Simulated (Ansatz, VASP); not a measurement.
# In3Sn5Te8 (Sn0.62In0.38Te, rock salt) in two plane-wave programs

Wanted: the spread between two codes on one cell, functional and k mesh. The cell is invented: As first built, before any earlier steps moved the atoms (in the runner's words): 1x2x2 conventional cells of the SnTe type (32 atoms: 6 In, 10 Sn, 16 Te); Sn/In share their sites, the best of 600 random draws by like-pair counts in two shells; start lattice by linear mixing of the end members' cells; atoms moved at random by 0.02 A. It may not be a known or stable phase. Of the first pair: The structure shown is the start of the Ansatz relaxation below; VASP solves that cell, so the two are compared at the walk's first step.

Calculated with Ansatz 0.2.0; plane waves, with VASP 6.6.1 beside it; single point at PBEsol.

## (1) Starting point

The cell holds 32 atoms: 6 In, 10 Sn and 16 Te. Its edges and angles: a = 6.248 Å, b = 12.496 Å, c = 12.496 Å, α = 90.0°, β = 90.0°, γ = 90.0°. It derives from SnTe (SnTe type, space group 225), repeated 1×2×2. As first built, before any earlier steps moved the atoms (in the runner's words): 1x2x2 conventional cells of the SnTe type (32 atoms: 6 In, 10 Sn, 16 Te); Sn/In share their sites, the best of 600 random draws by like-pair counts in two shells; start lattice by linear mixing of the end members' cells; atoms moved at random by 0.02 A.

## (2) Ansatz: relaxation, PBEsol

Ansatz runs on its default PAW (the set named soft_2) files.

The two programs are compared at the cell with which this relaxation starts, whose forces are those of its first step.

input.yaml reads:

```yaml
crystal:
  lattice:
    - [6.24785, 0.0, 0.0]
    - [0.0, 12.49571, 0.0]
    - [0.0, 0.0, 12.49571]
  atoms:
    - { symbol: In, position: [0.49147, 0.00097, 0.2496] }
    - { symbol: In, position: [0.49519, 0.25111, 0.99992] }
    - { symbol: In, position: [0.00944, 0.74645, 0.24871] }
    - { symbol: In, position: [0.00016, 0.49939, 0.50104] }
    - { symbol: In, position: [0.50285, 0.50077, 0.75011] }
    - { symbol: In, position: [0.49778, 0.75029, 0.50143] }
    - { symbol: Sn, position: [0.00039, 0.99664, 0.0027] }
    - { symbol: Sn, position: [0.99842, 0.25141, 0.24921] }
    - { symbol: Sn, position: [0.00347, 0.99948, 0.50239] }
    - { symbol: Sn, position: [0.0042, 0.24897, 0.74534] }
    - { symbol: Sn, position: [0.50112, 0.99842, 0.75158] }
    - { symbol: Sn, position: [0.50122, 0.24941, 0.49849] }
    - { symbol: Sn, position: [0.99729, 0.50236, 0.00155] }
    - { symbol: Sn, position: [0.49932, 0.50053, 0.25148] }
    - { symbol: Sn, position: [0.49942, 0.74712, 0.00267] }
    - { symbol: Sn, position: [0.99898, 0.74903, 0.75005] }
    - { symbol: Te, position: [0.49696, 0.99827, 0.00037] }
    - { symbol: Te, position: [0.49775, 0.2507, 0.25066] }
    - { symbol: Te, position: [0.00637, 0.99959, 0.25016] }
    - { symbol: Te, position: [0.9983, 0.25193, 0.0008] }
    - { symbol: Te, position: [0.50128, 0.00305, 0.50049] }
    - { symbol: Te, position: [0.50092, 0.24793, 0.74723] }
    - { symbol: Te, position: [0.99841, 0.00019, 0.74828] }
    - { symbol: Te, position: [0.997, 0.25124, 0.49912] }
    - { symbol: Te, position: [0.49819, 0.49949, 0.99828] }
    - { symbol: Te, position: [0.50283, 0.75233, 0.2517] }
    - { symbol: Te, position: [0.005, 0.49688, 0.25149] }
    - { symbol: Te, position: [0.99965, 0.75225, 0.99901] }
    - { symbol: Te, position: [0.5027, 0.5029, 0.50104] }
    - { symbol: Te, position: [0.50055, 0.74981, 0.75092] }
    - { symbol: Te, position: [0.99956, 0.49822, 0.75109] }
    - { symbol: Te, position: [0.00552, 0.75073, 0.50183] }
kpoints:
  mp_grid: { grid: [4, 2, 2], shift: [0.5, 0.5, 0.5] }
hamiltonian:
  xc: pbesol
scf:
  occupations: { method: methfessel_paxton, width: 0.15 }
output:
  forces: true
  stress: true
relax:
  f_tol: 0.02
  max_steps: 45
  cell: { stress_tol: 0.1 }
```

Run with:

```
$ ansatz run input.yaml --threads 4 --pin off --max-ram 15360MiB --backend cpu --events-out ev --progress --plain --runs-dir out
```

Numbers of over 12 decimals in the logs are rounded to 6 here.

What it wrote:

```text
The last accepted step is kept in <dir> (removed where the run ends without a failure and the disk answers)
Engine: ansatz 0.2.0, aarch64-unknown-linux-gnu
Pseudopotentials: kind: paw
Pseudopotential: In, paw, valence charge 13, recommended cutoff 420 eV (normal), In.paw.azcp
Pseudopotential: Sn, paw, valence charge 14, recommended cutoff 420 eV (normal), Sn.paw.azcp
Pseudopotential: Te, paw, valence charge 16, recommended cutoff 420 eV (normal), Te.paw.azcp
Functional definition: PBEsol
  exchange = pbesol_x
  correlation = pbesol_c
Crystal: 32 atoms, lattice volume = 975.557 Å³
Basis set: ecut = 420 eV, 19077 PW (Γ), exchange–correlation on 90×180×180 points (8 copies of the dense FFT grid, shifted against one another)
Bands: 285, of which v1, the nominal top of the filled ones, is band 237 counted from 1 (236 counted from 0)
Symmetry: 1 space group operations
Space group: P1 (ITA 1), of the structure as read, at distance tolerance 9.9e-5 Å
k-points: 8 of 16 (time reversal used)
Non-local potential: In, projectors of the file, l = 0: 2, l = 1: 2, l = 2: 2, l = 3: 2
Non-local potential: Sn, projectors of the file, l = 0: 2, l = 1: 2, l = 2: 2, l = 3: 2
Non-local potential: Te, projectors of the file, l = 0: 2, l = 1: 2, l = 2: 2, l = 3: 2
PAW form: soft (Blöchl's): semilocal exchange-correlation on the pseudo side does not see the compensation charge
PAW frozen core: In, regenerated for the run's functional, and the local potential with it (the file was generated under x = pbe(κ = 0.804, μ = 0.219515), c = pbe(β = 0.066725))
PAW frozen core: Sn, regenerated for the run's functional, and the local potential with it (the file was generated under x = pbe(κ = 0.804, μ = 0.219515), c = pbe(β = 0.066725))
PAW frozen core: Te, regenerated for the run's functional, and the local potential with it (the file was generated under x = pbe(κ = 0.804, μ = 0.219515), c = pbe(β = 0.066725))
PAW one-centre angular grid: In, 590 points (default); XC on 64 Gauss nodes
PAW one-centre angular grid: Sn, 590 points (default); XC on 64 Gauss nodes
PAW one-centre angular grid: Te, 590 points (default); XC on 64 Gauss nodes
Initial density: superposition of atomic densities (neutral atoms: chi_scale 0, normalization atom), corrected by the library's trained network
Initial wavefunctions: pseudopotential atomic-orbital guess
Functional: x = pbesol(κ = 0.804, μ = 0.123457), c = pbesol(β = 0.046)
SCF iter   1: F=—  HF=-203083.439932 eV  |F-HF|=—  |Δ(HF+E_count)|=         —  Δρ=2.67e-3  dr2=1.19e-1  ethr=1.77e-3  ⟨swp⟩=6.0  Hψ=8769  notcnv=0  defer=14
preconditioner: auto → Kerker (q_TF=auto, 2.419 Å⁻¹)  [metal: Δε(μ)=0.012 eV  Ē_g=10.616 eV  σ=0.150 eV  W_gap=0.07  n_scr=232 (ndim 8)  ℏωp=17.4 eV  f_vac=0.010  D(μ)=17.27/eV (n_scr^D=86)]
SCF iter   2: F=—  HF=-203083.380618 eV  |F-HF|=—  |Δ(HF+E_count)|=   5.93e-2  S|Δr|=    0.00e0  Δρ=1.61e-3  dr2=4.55e-2  ethr=2.52e-5  ⟨swp⟩=2.0  Hψ=3451  notcnv=0  defer=14
SCF iter   3: F=—  HF=-203083.370272 eV  |F-HF|=—  |Δ(HF+E_count)|=   1.03e-2  S|Δr|=    0.00e0  Δρ=5.72e-4  dr2=2.84e-3  ethr=9.60e-6  ⟨swp⟩=2.1  Hψ=3502  notcnv=0  defer=14
SCF iter   4: F=—  HF=-203083.369140 eV  |F-HF|=—  |Δ(HF+E_count)|=   1.13e-3  S|Δr|=    0.00e0  Δρ=2.01e-4  dr2=9.16e-4  ethr=5.98e-7  ⟨swp⟩=2.0  Hψ=3522  notcnv=0  defer=14
SCF iter   5: F=—  HF=-203083.369094 eV  |F-HF|=—  |Δ(HF+E_count)|=   4.60e-5  S|Δr|=    0.00e0  Δρ=1.19e-4  dr2=2.78e-4  ethr=1.93e-7  ⟨swp⟩=2.0  Hψ=2226  notcnv=0  defer=14
SCF iter   6: F=—  HF=-203083.369048 eV  |F-HF|=—  |Δ(HF+E_count)|=   4.66e-5  S|Δr|=    0.00e0  Δρ=4.30e-5  dr2=4.25e-5  ethr=5.87e-8  ⟨swp⟩=2.0  Hψ=2823  notcnv=0  defer=14
SCF iter   7: F=—  HF=-203083.369400 eV  |F-HF|=—  |Δ(HF+E_count)|=   3.52e-4  S|Δr|=    0.00e0  Δρ=1.79e-5  dr2=6.83e-6  ethr=8.96e-9  ⟨swp⟩=2.0  Hψ=3224  notcnv=0  defer=14
SCF iter   8: F=—  HF=-203083.369398 eV  |F-HF|=—  |Δ(HF+E_count)|=   1.86e-6  S|Δr|=    0.00e0  Δρ=3.81e-6  dr2=8.47e-7  ethr=1.44e-9  ⟨swp⟩=2.0  Hψ=3520  notcnv=0  defer=14
SCF iter   9: F=—  HF=-203083.369398 eV  |F-HF|=—  |Δ(HF+E_count)|=   4.78e-8  S|Δr|=    0.00e0  Δρ=3.17e-6  dr2=1.71e-7  ethr=1.79e-10  ⟨swp⟩=2.0  Hψ=3227  notcnv=0  defer=14
SCF iter  10: F=-203083.369398 eV  HF=-203083.369398 eV  |F-HF|=1.48e-8  |Δ(HF+E_count)|=   4.53e-8  S|Δr|=    0.00e0  Δρ=6.09e-7  dr2=1.86e-8  ethr=2.11e-11  ⟨swp⟩=4.0  Hψ=7368  notcnv=0
SCF 1 converged in 10 iterations: F = -203083.369398 eV  dr2 = 1.86e-8
  greatest PAW one-centre occupation: 0.998 electrons in one spin orbital (limit 2), on the Te atom at site 27 (counted from 0), in its partial waves of l = 2
relax step   1: F+E_penalty+E_count = -203083.36939812 eV  Δ(F+E_penalty+E_count) = +0.000e0 eV  max|allowed force component| = 2.325e-1 eV/Å  Δτ_max = 0.0000 Å  P = -0.274 GPa  Ω = 975.557 Å³  (10 SCF iters, dr2 threshold 1.00e-7 eV, accepted)
[...]
Initial wavefunctions: pseudopotential atomic-orbital guess (no wavefunctions were taken with the density)
iter 1 solved again at ethr=3.28e-7 eV; its pass at ethr=3.10e-3 eV (dr2=1.56e-3 eV) is discarded
SCF iter   1: F=—  HF=-203083.478809 eV  |F-HF|=—  |Δ(HF+E_count)|=         —  Δρ=9.91e-6  dr2=4.20e-7  ethr=3.28e-7  ⟨swp⟩=3.4  Hψ=14928  notcnv=0
[...]
SCF converged after 6 iterations
Stability not checked: this state was not tested for a lower state beside it, because cold or Methfessel-Paxton smearing, or corrected tetrahedra, fill the levels in a way that the test cannot read (fill_not_monotonic; see scf.lower_state_search)
Free energy (F): -203083.479169 eV
Harris-Foulkes:  -203083.479169 eV  (|F-HF|=2.91e-10)
Internal energy: -203083.440258 eV  (E = F + TS)
E sigma→0 (E₀):  -203083.469441 eV
Entropy (-TS):   -0.038911 eV (-1.216 meV/atom)
Fermi energy:    9.458538 eV
Step filling:    the computed levels leave a gap of 0.0317 eV = 0.2 smearing widths at the electron count; against every level under it full and every level over it empty, smearing changes F+E_penalty+E_count by -22.504 meV and its σ→0 estimate by -12.776 meV
--- Per-component energies (eV) ---
  E_band       = -5196.818957
  E_kinetic    = 6209.604346
  E_local      = -35290.037187  (includes V_loc(G=0)·N_el)
  E_nonlocal   = -3025.454561
  E_hartree    = 20773.041877
  E_xc         = -7060.680791
  E_vxc        = -3248.787551  (∫ρ·V_xc dr)
  E_paw        = -138474.108386  (= ΣΔE_a)
  E_vpaw       = -11388.224878  (= ΣTr[D̂ρ^β])
  E_aug_tail   = -0.002900  (compensation charges beyond the density's cutoff)
  E_ewald      = -46226.063509
  E_core_change = 10.260856  (= ΣΔE_core)
  E_smearing   = -0.038911  (= −TS)
  E_closure    = -0.000000  (closes the sum)
  Σ components = -203083.479169   (vs F -203083.479169, Δ=0.00e0)
--- Forces (eV/Å), atoms counted from 1 ---
  atom   1  In     0.00229997     0.00363769     0.00373472
  atom   2  In    -0.00288057    -0.00148455     0.00256323
  atom   3  In     0.00249600     0.00129190    -0.00291700
  atom   4  In    -0.00250897     0.00149000    -0.00445922
  atom   5  In    -0.00117579    -0.00020021    -0.00149750
  atom   6  In    -0.00027076     0.00189811     0.00327825
  atom   7  Sn    -0.00142492     0.00576626    -0.00278456
  atom   8  Sn     0.00170301    -0.00845284     0.00224524
  atom   9  Sn     0.00020770    -0.00482153    -0.00793551
  atom  10  Sn    -0.00306244     0.00166055     0.00591828
  atom  11  Sn    -0.00098860     0.00520923     0.00472956
  atom  12  Sn    -0.00357564     0.00733467    -0.00018719
  atom  13  Sn    -0.00132783    -0.00026678    -0.01113254
  atom  14  Sn     0.00437709    -0.00726873     0.00498345
  atom  15  Sn     0.00026439     0.00600111    -0.00160511
  atom  16  Sn     0.00101826    -0.00558888    -0.00759559
  atom  17  Te    -0.00006917    -0.00662555    -0.00351307
  atom  18  Te    -0.00420427     0.00089424     0.00101318
  atom  19  Te     0.00669907    -0.00452492     0.00400529
  atom  20  Te     0.00444972     0.00040035    -0.00194188
  atom  21  Te    -0.00249738    -0.00370391    -0.00033797
  atom  22  Te     0.00088816    -0.00536169    -0.00388443
  atom  23  Te    -0.00030656    -0.00247905    -0.00171508
  atom  24  Te     0.00314918    -0.00330039    -0.00361461
  atom  25  Te    -0.00019401     0.00282811    -0.00382391
  atom  26  Te    -0.00576426     0.00088078    -0.00140089
  atom  27  Te    -0.00313960     0.01229442     0.00174392
  atom  28  Te     0.00177681    -0.00460747     0.00352729
  atom  29  Te     0.00621094    -0.00286392    -0.00181967
  atom  30  Te    -0.00316989    -0.00189343     0.00478968
  atom  31  Te    -0.00027563     0.00452228     0.01155058
  atom  32  Te     0.00129639     0.00733313     0.00808274
  max |Σ_I F_I| component: 1.01e-6 eV/Å
--- Stress (GPa, compression-positive) ---
       -0.012953      -0.001056       0.002208
       -0.001056       0.017955      -0.014016
        0.002208      -0.014016       0.008491
  P = ⅓ Tr σ = 0.0045 GPa (0.045 kbar)
--- Relaxed structure (3 steps of the walk, 3 accepted, 1 SCFs on fresh bases) ---
  F+E_penalty+E_count = -203083.47916914 eV   max|allowed force component| = 1.229e-2 eV/Å   (the final SCF, on the basis selected at the relaxed cell)
  cell:  # Å, volume = 967.9496 Å³
    - [6.220366, 0.000161433, -0.000496165]
    - [0.000322866, 12.473464, 0.010004]
    - [-0.000992331, 0.010004, 12.475272]
  atoms:
    - { symbol: In, position: [0.498966, -0.000781878, 0.250668] }
    - { symbol: In, position: [0.500578, 0.250071, 1.000336] }
    - { symbol: In, position: [0.000380323, 0.750379, 0.250506] }
    - { symbol: In, position: [0.00010245, 0.499984, 0.500997] }
    - { symbol: In, position: [0.500725, 0.500660, 0.749581] }
    - { symbol: In, position: [0.500330, 0.749343, 0.499610] }
    - { symbol: Sn, position: [0.000453891, 0.999818, 0.00242183] }
    - { symbol: Sn, position: [1.000282, 0.248918, 0.249623] }
    - { symbol: Sn, position: [0.000370464, 0.995733, 0.498584] }
    - { symbol: Sn, position: [0.000944451, 0.251792, 0.750172] }
    - { symbol: Sn, position: [0.500645, 1.000595, 0.750772] }
    - { symbol: Sn, position: [0.500646, 0.251752, 0.500528] }
    - { symbol: Sn, position: [1.000628, 0.499307, -0.000537256] }
    - { symbol: Sn, position: [0.499901, 0.502312, 0.252406] }
    - { symbol: Sn, position: [0.500327, 0.750096, 0.00220424] }
    - { symbol: Sn, position: [1.000640, 0.748031, 0.746193] }
    - { symbol: Te, position: [0.500347, 1.001613, 0.000905202] }
    - { symbol: Te, position: [0.500463, 0.248435, 0.248755] }
    - { symbol: Te, position: [-0.000816563, 0.998809, 0.250786] }
    - { symbol: Te, position: [1.000331, 0.250155, 0.000514038] }
    - { symbol: Te, position: [0.500471, 0.000261682, 0.500198] }
    - { symbol: Te, position: [0.500629, 0.250778, 0.751903] }
    - { symbol: Te, position: [1.000623, 1.1152802122039963e-5, 0.750398] }
    - { symbol: Te, position: [1.000296, 0.249825, 0.500196] }
    - { symbol: Te, position: [0.500552, 0.498391, 0.998846] }
    - { symbol: Te, position: [0.500613, 0.752086, 0.250778] }
    - { symbol: Te, position: [0.000380264, 0.500896, 0.251504] }
    - { symbol: Te, position: [1.000322, 0.749877, 1.000032] }
    - { symbol: Te, position: [0.499876, 0.500561, 0.502386] }
    - { symbol: Te, position: [0.500782, 0.750062, 0.750394] }
    - { symbol: Te, position: [1.000610, 0.500352, 0.748986] }
    - { symbol: Te, position: [0.000310766, 0.747737, 0.498095] }
```

Reading the cycles: dr2 is the Hartree energy of the density residual (eV), the measure of convergence; HF is the Harris–Foulkes estimate of the energy, which meets the free energy F at convergence.

(Continued in part 2 of 2.)

[Lines on the potential files, build, host, timing and source positions are cut from VASP's logs without a mark.]

[Logs are printed without paths, hosts, clocks, repeated set-up lines and the standing remarks that a program may print on its own settings, such as how far it seeks lower states.]

[Hosts, paths, dates, database ids (printed as entryN), source tags and the programs' standing remarks are cut or masked in the printed files.]
